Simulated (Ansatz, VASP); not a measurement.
# Y: VASP beside Ansatz, part 2 of 2

One calculation is typed for both programs; each brings its own data sets. How far apart do they land? The cell is taken from a series of runs on this material, whose earlier steps may have relaxed, scaled, displaced or heated it; both programs get it as it stands.

VASP 6.6.1 and Ansatz 0.2.0.

So far: Set-up; VASP: relaxation of cell and atoms, PBEsol, pair 1; Ansatz: relaxation of cell and atoms, PBEsol, pair 1; Side by side.

### 5. VASP: relaxation of cell and atoms, PBEsol, pair 2

Level of this step: PBEsol; plane waves and PAW (Y_sv) (VASP).

The relaxed volume is the usual yardstick between codes: in a stiff, nearly cubic crystal its relative difference is about their pressure difference at one cell divided by the bulk modulus.

The input, INCAR:

```
SYSTEM = Y
PREC = Accurate
ENCUT = 500
EDIFF = 1E-07
NELM = 120
ISMEAR = 1
SIGMA = 0.2
LREAL = .FALSE.
ALGO = Normal
GGA = PS
NBANDS = 17
LASPH = .TRUE.
LORBIT = 11
LWAVE = .FALSE.
LCHARG = .FALSE.
ISIF = 3
IBRION = 2
NSW = 80
EDIFFG = -0.005
GGA_COMPAT = .FALSE.
NELMIN = 4
KPAR = 2
```

The input, POSCAR:

```
Y
1.0
   -1.9863910000      1.9863910000      1.9863910000
    1.9863910000     -1.9863910000      1.9863910000
    3.9727820000      3.9727820000      0.0000000000
Y
2
Direct
    0.9430439425      0.0569560575      0.0000000000
    0.5569560575      0.4430439425      0.5000000000
```

The input, KPOINTS:

```
Automatic mesh
0
Gamma
14 14 8
0 0 0
```

PAW data sets: Y_sv (PBE family, release 64).

Started as:

```
$ mpirun -np 2 vasp_std
```

Numbers of over 12 decimals in the logs are rounded to 6 here.

Log:

```text
[banner, memory and clock lines left out]
running    2 mpi-ranks, on    1 nodes
[...]
[... a notice as in an earlier step ...]

 LDA part: xc-table for (Slater+PW92), standard interpolation
 POSCAR, INCAR and KPOINTS ok, starting setup
[...]
entering main loop
       N       E                     dE             d eps       ncg     rms          rms(c)
DAV:   1     0.765903820560E+02    0.76590E+02   -0.10872E+04  9698   0.119E+03
DAV:   2    -0.781315883753E+01   -0.84404E+02   -0.83353E+02 12189   0.252E+02
DAV:   3    -0.138013286891E+02   -0.59882E+01   -0.59517E+01 17495   0.401E+01
DAV:   4    -0.139208845008E+02   -0.11956E+00   -0.11947E+00 11527   0.604E+00
[...]
DAV:  13    -0.134688860393E+02   -0.14881E-05   -0.45701E-06 10856   0.200E-02    0.121E-03
DAV:  14    -0.134688861989E+02   -0.15959E-06   -0.17994E-07 11716   0.297E-03    0.102E-03
DAV:  15    -0.134688861272E+02    0.71717E-07   -0.15192E-08  6212   0.111E-03
   1 F= -.13468886E+02 E0= -.13467265E+02  d E =-.134689E+02
[... from here on, the cycles between the ionic steps are left out ...]
   2 F= -.13542092E+02 E0= -.13540728E+02  d E =-.732063E-01
   3 F= -.13586953E+02 E0= -.13585667E+02  d E =-.118067E+00
   5 F= -.13599183E+02 E0= -.13597835E+02  d E =-.121384E-01
   6 F= -.13606436E+02 E0= -.13604994E+02  d E =-.193914E-01
   7 F= -.13615366E+02 E0= -.13613961E+02  d E =-.892957E-02
   8 F= -.13627375E+02 E0= -.13626264E+02  d E =-.209389E-01
   9 F= -.13636588E+02 E0= -.13635955E+02  d E =-.921298E-02
  10 F= -.13639127E+02 E0= -.13638814E+02  d E =-.117515E-01
  11 F= -.13639640E+02 E0= -.13639459E+02  d E =-.513363E-03
  12 F= -.13639695E+02 E0= -.13639570E+02  d E =-.567863E-03
  13 F= -.13639694E+02 E0= -.13639566E+02  d E =-.567774E-03
  14 F= -.13639707E+02 E0= -.13639596E+02  d E =-.130261E-04
 trial-energy change:   -0.000013  1 .order   -0.000013   -0.000019   -0.000007
 step:   2.2250(harm=  2.2250)  dis= 0.00037  next Energy=   -13.639710 (dE=-0.154E-04)
 reached required accuracy - stopping structural energy minimisation
```

Parts of OUTCAR (step 5):

```text
  Total       -0.0041374     -0.0041374      0.0042384      0.0003401     -0.0000000     -0.0000000
  in kB       -0.1062463     -0.1062463      0.1088390      0.0087337     -0.0000000     -0.0000000
  external PRESSURE =      -0.0345512 kB  Pullay stress =       0.0000000 kB

 POSITION                                       TOTAL-FORCE (eV/Angst)
 -----------------------------------------------------------------------------------
     -1.83337      1.83337      1.79667        -0.003093      0.003093     -0.000000
      1.60332      2.33988      1.79667         0.003093     -0.003093      0.000000
 -----------------------------------------------------------------------------------
    total drift:                                0.000000     -0.000000      0.000000

  FREE ENERGIE OF THE ION-ELECTRON SYSTEM (eV)
  ---------------------------------------------------
  free  energy   TOTEN  =       -13.6397074777 eV

  energy  without entropy=      -13.6393723637  energy(sigma->0) =      -13.63959577

[... 1 part as in an earlier step ...]

[... 3 further parts left out ...]
[key lines of the parts left out:]
E-fermi :   3.1315
```

### 6. Ansatz: relaxation of cell and atoms, PBEsol, pair 2

The same cell, functional, mesh and smearing now go to Ansatz, which takes its cutoff from its data sets.

The cell is taken from a series of runs on this material, whose earlier steps may have relaxed, scaled, displaced or heated it; both programs get it as it stands.

The input, input.yaml:

```yaml
crystal:
  lattice:
    - [-1.9863909042, 1.9863909042, 1.9863909042]
    - [1.9863909042, -1.9863909042, 1.9863909042]
    - [3.9727818084, 3.9727818084, 0.0]
  atoms:
    - { symbol: "Y", position: [-0.056956103, 0.056956103, 0.0] }
    - { symbol: "Y", position: [0.556956103, 0.443043897, 0.5] }
kpoints:
  mp_grid: { grid: [14, 14, 8] }
hamiltonian:
  xc: pbesol
  pseudopotentials: { kind: paw, azcp: { folder: soft_1 }, xc_functional: pbe }
scf:
  occupations: { method: methfessel_paxton, width: 0.2 }
output:
  forces: true
  stress: true
  eigenvalues: true
relax:
  adjacent_minimum: "off"
  f_tol: 0.002
  max_steps: 120
  cell: { stress_tol: 0.03 }
```

Started as:

```
$ ansatz run input.yaml --threads 8 --pin off --max-ram 16384MiB --backend cpu --events-out ev --progress --plain --runs-dir out
```

Log:

```text
[...]
Crystal: 2 atoms, lattice volume = 62.702 Å³
Basis set: ecut = 420 eV, 1241 PW (Γ), exchange–correlation on 48×48×80 points (8 copies of the dense FFT grid, shifted against one another)
Bands: 15, of which v1, the nominal top of the filled ones, is band 11 counted from 1 (10 counted from 0)
Symmetry: 8 space group operations
[...]
k-points: 285 of 1568
[...]
k-point 284: bands = [... 7 lower, -12.4677, 8.0961, 8.0961, 9.8894, 9.8894, 11.3298, 11.3298, 12.6500]
--- Relaxed structure (5 steps of the walk, 5 accepted, 1 SCFs on fresh bases) ---
[...]
cell:  # Å, volume = 62.5851 Å³
    - [-2.202624, 2.202624, 1.799415]
    - [2.202624, -2.202624, 1.799415]
    - [3.947659, 3.947659, 0]
  atoms:
    - { symbol: Y, position: [-0.083118, 0.083118, 0.0] }
    - { symbol: Y, position: [0.583118, 0.416882, 0.5] }
[key lines of the parts left out:]
SCF converged after 5 iterations
Free energy (F): -7590.187450 eV
Fermi energy:    9.811646 eV
P = ⅓ Tr σ = 0.0039 GPa (0.039 kbar)
```

### 7. Differences

Compared:

```tsv
quantity	Ansatz	VASP	difference
volume (Å³)	62.59	62.39	+0.31 %
edge a after relaxation, in the typed setting (Å)	3.597	3.595	+0.07 %
edge c after relaxation, in the typed setting (Å)	5.583	5.577	+0.11 %
```

### 8. Ansatz: relaxation of cell and atoms, PBEsol, pair 3

The relaxed volume is the usual yardstick between codes: in a stiff, nearly cubic crystal its relative difference is about their pressure difference at one cell divided by the bulk modulus. This pair takes another cell of the material, with 4 atoms against 2 for the pair before.

The cell is taken from a series of runs on this material, whose earlier steps may have relaxed, scaled, displaced or heated it; both programs get it as it stands.

input.yaml, the sections that differ from step 6:

```yaml
crystal:
  lattice:
    - [1.7451243631, -6.5051719829, 0.0]
    - [1.7451243631, 6.5051719829, 0.0]
    - [0.0, 0.0, 5.4605009204]
  atoms:
    - { symbol: "Y", position: [0.5645303934, 0.4354696066, 0.75] }
    - { symbol: "Y", position: [0.4354696066, 0.5645303934, 0.25] }
    - { symbol: "Y", position: [0.8255045838, 0.1744954162, 0.75] }
    - { symbol: "Y", position: [0.1744954162, 0.8255045838, 0.25] }
kpoints:
  mp_grid: { grid: [12, 12, 8] }
relax:
  adjacent_minimum: "off"
  f_tol: 0.001
  max_steps: 60
  cell: { stress_tol: 0.01 }
# hamiltonian, scf, output: as in step 6
```

Log:

```text
[...]
Crystal: 4 atoms, lattice volume = 123.979 Å³
Basis set: ecut = 420 eV, 2415 PW (Γ), exchange–correlation on 96×96×80 points (8 copies of the dense FFT grid, shifted against one another)
Bands: 27, of which v1, the nominal top of the filled ones, is band 22 counted from 1 (21 counted from 0)
Symmetry: 8 space group operations
[...]
k-points: 215 of 1152
[...]
--- Relaxed structure (2 steps of the walk, 2 accepted, 1 SCFs on fresh bases) ---
[...]
cell:  # Å, volume = 123.9949 Å³
    - [1.744911, -6.504887, 0.0]
    - [1.744911, 6.504887, 0.0]
    - [0.0, 0.0, 5.462113]
  atoms:
    - { symbol: Y, position: [0.564490, 0.435510, 0.750000] }
    - { symbol: Y, position: [0.435510, 0.564490, 0.25] }
    - { symbol: Y, position: [0.825437, 0.174563, 0.750000] }
    - { symbol: Y, position: [0.174563, 0.825437, 0.25] }
[key lines of the parts left out:]
SCF converged after 4 iterations
Free energy (F): -15180.221191 eV
Fermi energy:    9.875233 eV
P = ⅓ Tr σ = -0.0019 GPa (-0.019 kbar)
```

### 9. VASP: relaxation of cell and atoms, PBEsol, pair 3

The same cell, functional, mesh and smearing now go to VASP, with its own data sets.

Changes to INCAR since step 5:

```diff
@@ -10,3 +10,3 @@
 GGA = PS
-NBANDS = 17
+NBANDS = 28
 LASPH = .TRUE.
```

The input, POSCAR:

```
Y
1.0
    1.7451240000     -6.5051720000      0.0000000000
    1.7451240000      6.5051720000      0.0000000000
    0.0000000000      0.0000000000      5.4605010000
Y
4
Direct
    0.5645304229      0.4354695771      0.7500000458
    0.4354695771      0.5645304229      0.2499999542
    0.8255046139      0.1744953861      0.7500000458
    0.1744953861      0.8255046139      0.2499999542
```

The input, KPOINTS:

```
Automatic mesh
0
Gamma
12 12 8
0 0 0
```

Started as:

```
$ mpirun -np 2 vasp_std
```

Log:

```text
[banner, memory and clock lines left out]
running    2 mpi-ranks, on    1 nodes
[...]
[... a notice as in an earlier step ...]

 LDA part: xc-table for (Slater+PW92), standard interpolation
 POSCAR, INCAR and KPOINTS ok, starting setup
[...]
entering main loop
       N       E                     dE             d eps       ncg     rms          rms(c)
DAV:   1     0.233755623166E+03    0.23376E+03   -0.21918E+04 12064   0.147E+03
DAV:   2    -0.273070740493E+01   -0.23649E+03   -0.23093E+03 13472   0.357E+02
DAV:   3    -0.264634406215E+02   -0.23733E+02   -0.23087E+02 20024   0.613E+01
DAV:   4    -0.280273582258E+02   -0.15639E+01   -0.15525E+01 17180   0.163E+01
[...]
DAV:  12    -0.271263039215E+02   -0.84261E-05   -0.34747E-05 15656   0.451E-02    0.152E-02
DAV:  13    -0.271263044918E+02   -0.57026E-06   -0.42422E-06 17312   0.100E-02    0.623E-03
DAV:  14    -0.271263045662E+02   -0.74394E-07   -0.45778E-07 10648   0.305E-03
   1 F= -.27126305E+02 E0= -.27125415E+02  d E =-.271263E+02
[...]
2 F= -.27126442E+02 E0= -.27125652E+02  d E =-.137449E-03
 trial-energy change:   -0.000137  1 .order   -0.000145   -0.000365    0.000075
 step:   0.8139(harm=  0.8304)  dis= 0.00010  next Energy=   -27.126449 (dE=-0.144E-03)
[...]
N       E                     dE             d eps       ncg     rms          rms(c)
DAV:   1    -0.271266054008E+02   -0.16336E-03   -0.32702E-03 16796   0.307E-01    0.904E-02
DAV:   2    -0.271264737434E+02    0.13166E-03   -0.39574E-04 14872   0.106E-01    0.441E-02
DAV:   3    -0.271264415839E+02    0.32159E-04   -0.27959E-04 16488   0.686E-02    0.210E-02
DAV:   4    -0.271264458329E+02   -0.42490E-05   -0.20583E-05 15024   0.192E-02    0.143E-02
DAV:   5    -0.271264475781E+02   -0.17452E-05   -0.12574E-06 13524   0.566E-03    0.816E-03
DAV:   6    -0.271264492581E+02   -0.16800E-05   -0.50534E-06 15760   0.718E-03    0.352E-03
DAV:   7    -0.271264491021E+02    0.15603E-06   -0.93270E-07 14228   0.429E-03    0.103E-03
DAV:   8    -0.271264489265E+02    0.17559E-06   -0.75218E-08  7292   0.142E-03    0.494E-04
DAV:   9    -0.271264488724E+02    0.54121E-07   -0.48762E-08  6972   0.928E-04
   3 F= -.27126449E+02 E0= -.27125641E+02  d E =-.144306E-03
[...]
reached required accuracy - stopping structural energy minimisation
```

OUTCAR, selected parts (step 9):

```text
  Total       -0.0095777     -0.0011268      0.0090898      0.0000000     -0.0000000      0.0000000
  in kB       -0.1241381     -0.0146043      0.1178135      0.0000000     -0.0000000      0.0000000
  external PRESSURE =      -0.0069763 kB  Pullay stress =       0.0000000 kB

 POSITION                                       TOTAL-FORCE (eV/Angst)
 -----------------------------------------------------------------------------------
      1.74326     -0.83865      4.09185         0.000000     -0.000642     -0.000000
      1.74326      0.83865      1.36395         0.000000      0.000642     -0.000000
      1.74326     -4.23073      4.09185         0.000000      0.001194      0.000000
      1.74326      4.23073      1.36395         0.000000     -0.001194      0.000000
 -----------------------------------------------------------------------------------
    total drift:                                0.000000      0.000291     -0.000715

  FREE ENERGIE OF THE ION-ELECTRON SYSTEM (eV)
  ---------------------------------------------------
  free  energy   TOTEN  =       -27.1264488724 eV

  energy  without entropy=      -27.1240251220  energy(sigma->0) =      -27.12564096

[... 1 part as in an earlier step ...]

[... 3 further parts left out ...]
[key lines of the parts left out:]
E-fermi :   3.1320
```

### 10. Comparison

The two programs side by side:

```tsv
quantity	Ansatz	VASP	difference
volume (Å³)	123.99	123.61	+0.31 %
edge a after relaxation, in the typed setting (Å)	6.735	6.728	+0.10 %
edge c after relaxation, in the typed setting (Å)	5.462	5.456	+0.12 %
```

### 11. Summary of results

| Quantity | Value |
| --- | --- |
| difference in volume (relaxation of cell and atoms, PBEsol, pair 1) | 0.32 % |
| difference in volume (relaxation of cell and atoms, PBEsol, pair 2) | 0.31 % |
| difference in volume (relaxation of cell and atoms, PBEsol, pair 3) | 0.31 % |

What this shows: The difference in volume is 0.32 % (relaxation of cell and atoms, PBEsol, pair 1), within the 1.2 % picked in this series as the mark of a large difference, as far as the stopping tolerances let one tell. 2 further runs of this series are not shown here. Such differences can come from data sets, numerical settings and the points named under the comparisons, not from the functional's error against experiment.

[Lines on the potential files, build, host, timing and source positions are cut from VASP's logs without a mark.]

[Logs are printed without paths, hosts, clocks, repeated set-up lines and the standing remarks that a program may print on its own settings, such as how far it seeks lower states.]

[Hosts, paths, dates, database ids (printed as entryN), source tags and the programs' standing remarks are cut or masked in the printed files.]
